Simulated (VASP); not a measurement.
Level of theory: r2SCAN+rVV10, VASP's PBE PAW potentials (set 64) (plane waves; VASP).

VASP ran on this input.

**KPOINTS_OPT**
```
k-points along high-symmetry lines
10
Line-mode
Reciprocal
  0.000000   0.000000   0.000000 ! GAMMA
  0.000000   0.500000   0.000000 ! X

  0.000000   0.500000   0.000000 ! X
  0.500000   0.500000   0.000000 ! M

  0.500000   0.500000   0.000000 ! M
  0.000000   0.000000   0.000000 ! GAMMA

  0.000000   0.000000   0.000000 ! GAMMA
  0.500000   0.500000   0.500000 ! R

  0.500000   0.500000   0.500000 ! R
  0.000000   0.500000   0.000000 ! X

  0.500000   0.500000   0.500000 ! R
  0.500000   0.500000   0.000000 ! M
```

**KPOINTS**
```
Automatic mesh
0
Gamma
10 10 10
0 0 0
```

**INCAR**
```
# general
SYSTEM  =SiNi3
PREC    =Accurate
ENCUT   =400
LREAL   =.FALSE.
LASPH   =.TRUE.

# electronic loop
EDIFF   =1E-7
NELM    =100
ALGO    =Normal
LMAXMIX =4
LMIXTAU =.TRUE.

# smearing
ISMEAR  =-5

# functional
METAGGA =R2SCAN
LUSE_VDW=.TRUE.
BPARAM  =11.95
CPARAM  =0.0093

# ions
ISIF    =2

# output
LWAVE   =.FALSE.
LCHARG  =.FALSE.
LORBIT  =11
NEDOS   =601
```

File POSCAR:
```
SiNi3
1.0
  3.4557281249   0.0000000000   0.0000000000
  0.0000000000   3.4557281249   0.0000000000
  0.0000000000   0.0000000000   3.4557281249
Si Ni
1 3
Cartesian
  0.0000000000   0.0000000000   0.0000000000
  0.0000000000   1.7278640624   1.7278640624
  1.7278640624   0.0000000000   1.7278640624
  1.7278640624   1.7278640624   0.0000000000
```

POTCAR, in this order: Si Ni (PBE.64 set). Program: vasp_std.

The resulting files:

File OSZICAR:
```
       N       E                     dE             d eps       ncg     rms          rms(c)
DAV:   1     0.162110033269E+03    0.16211E+03   -0.13880E+04  2352   0.187E+03
DAV:   2    -0.431558150612E+02   -0.20527E+03   -0.19781E+03  2352   0.356E+02
DAV:   3    -0.532331951522E+02   -0.10077E+02   -0.97630E+01  2601   0.107E+02
DAV:   4    -0.534422090030E+02   -0.20901E+00   -0.20773E+00  2741   0.136E+01
DAV:   5    -0.534496657212E+02   -0.74567E-02   -0.74359E-02  2864   0.239E+00    0.212E+01
DAV:   6    -0.496375920935E+02    0.38121E+01   -0.67015E+01  2652   0.141E+02    0.185E+01
DAV:   7    -0.456380973247E+02    0.39995E+01   -0.17516E+01  2572   0.726E+01    0.483E+00
DAV:   8    -0.456789290072E+02   -0.40832E-01   -0.76072E-01  2690   0.775E+00    0.257E+00
DAV:   9    -0.456205950025E+02    0.58334E-01   -0.22946E-01  2611   0.805E+00    0.413E-01
DAV:  10    -0.456278264090E+02   -0.72314E-02   -0.14471E-02  2770   0.120E+00    0.163E-01
DAV:  11    -0.456283575888E+02   -0.53118E-03   -0.41007E-03  2611   0.593E-01    0.956E-02
DAV:  12    -0.456292927312E+02   -0.93514E-03   -0.11333E-03  2739   0.375E-01    0.369E-02
DAV:  13    -0.456293305167E+02   -0.37785E-04   -0.14789E-04  2493   0.126E-01    0.151E-02
DAV:  14    -0.456293647822E+02   -0.34266E-04   -0.70913E-05  2437   0.775E-02    0.926E-03
DAV:  15    -0.456293808545E+02   -0.16072E-04   -0.16362E-05  2685   0.636E-02    0.592E-03
DAV:  16    -0.456293846987E+02   -0.38442E-05   -0.10316E-05  2490   0.418E-02    0.159E-03
DAV:  17    -0.456293851337E+02   -0.43506E-06   -0.53662E-07  2523   0.868E-03    0.127E-03
DAV:  18    -0.456293852904E+02   -0.15667E-06   -0.10442E-07  1331   0.486E-03    0.337E-04
DAV:  19    -0.456293854285E+02   -0.13813E-06   -0.30366E-08  1266   0.275E-03    0.250E-04
DAV:  20    -0.456293854047E+02    0.23842E-07   -0.13739E-08  1236   0.120E-03
   1 F= -.45629385E+02 E0= -.45629385E+02  d E =0.000000E+00
       N       E                     dE             ncg
       N       E                     dE             ncg
```

### OUTCAR
```
------------------------ aborting loop because EDIFF is reached ----------------------------------------
  FORCE on cell =-STRESS in cart. coord.  units (eV):
  Direction    XX          YY          ZZ          XY          YZ          ZX
  --------------------------------------------------------------------------------------
  Total        0.0028768      0.0028768      0.0028768      0.0000000      0.0000000     -0.0000000
  in kB        0.1116867      0.1116867      0.1116867      0.0000000      0.0000000     -0.0000000
  external PRESSURE =       0.1116867 kB  Pullay stress =       0.0000000 kB
  volume of cell :       41.27
      direct lattice vectors                 reciprocal lattice vectors
     3.455728125  0.000000000  0.000000000     0.289374616  0.000000000  0.000000000
     0.000000000  3.455728125  0.000000000     0.000000000  0.289374616  0.000000000
     0.000000000  0.000000000  3.455728125     0.000000000  0.000000000  0.289374616
 POSITION                                       TOTAL-FORCE (eV/Angst)
 -----------------------------------------------------------------------------------
      0.00000      0.00000      0.00000         0.000000      0.000000      0.000000
      0.00000      1.72786      1.72786         0.000000      0.000000      0.000000
      1.72786      0.00000      1.72786         0.000000      0.000000      0.000000
      1.72786      1.72786      0.00000         0.000000      0.000000      0.000000
 -----------------------------------------------------------------------------------
    total drift:                                0.000000     -0.000000     -0.000000
  FREE ENERGIE OF THE ION-ELECTRON SYSTEM (eV)
  ---------------------------------------------------
  free  energy   TOTEN  =       -45.6293854047 eV

  energy  without entropy=      -45.6293854047  energy(sigma->0) =      -45.62938540

 total charge

# of ion       s       p       d       tot
------------------------------------------
    1        0.718   0.856   0.000   1.574
    2        0.518   0.640   8.440   9.598
    3        0.518   0.640   8.440   9.598
    4        0.518   0.640   8.440   9.598
--------------------------------------------------
tot          2.273   2.776  25.320  30.370
```
(Selected blocks of OUTCAR.)

For a metal the tetrahedron method with Blöchl corrections gives inexact stress and forces.

The structure comes from a measured SiNi3 entry (Pm-3m) of the Crystallography Open Database, whose conditions weren't checked. It was relaxed first, which changed the volume by -7 %. The run is not spin-polarised, so no magnetic state was tried.
